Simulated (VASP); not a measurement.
Consider the following.

```xyz
2
Lattice="2.9100 0.0000 0.0000 0.0000 2.9100 0.0000 0.0000 0.0000 2.9100" Properties=species:S:1:pos:R:3 pbc="T T T"
Al     1.4550     1.4550     1.4550
Fe     0.0000     0.0000     0.0000
```

Level of theory: optB88-vdW, VASP's PBE PAW potentials (set 64) (plane waves; VASP 6.6.1). Settings: 520 eV cut-off, 11×11×11 Γ-centred mesh, first-order Methfessel-Paxton smearing of 0.10 eV, potentials Al Fe.

Energy and stress use the plane-wave basis of the starting cell.

**Question.** The ions, cell shape and volume are relaxed. What does this cell relax into?

**Answer.** 
```xyz
2
Lattice="2.8629 0.0000 0.0000 0.0000 2.8629 0.0000 0.0000 0.0000 2.8629" Properties=species:S:1:pos:R:3 pbc="T T T"
Al     1.4315     1.4315     1.4315
Fe     0.0000     0.0000     0.0000
```
Space group Pm-3m (221), at a tolerance of 0.03 Å.

**Question.** How do energy and volume change from the first to the last step?

**Answer.** The energy (σ→0) changes by -15.3 meV/atom and the volume by -4.8 %, in 3 ionic steps.

The compound is FeAl in the CsCl type structure. This run relaxes it. Symmetry was kept, so distortions that lower it aren't found. The run is not spin-polarised, so no magnetic state was tried. The electron count is odd and the run is not spin-polarised, which forces a metal.
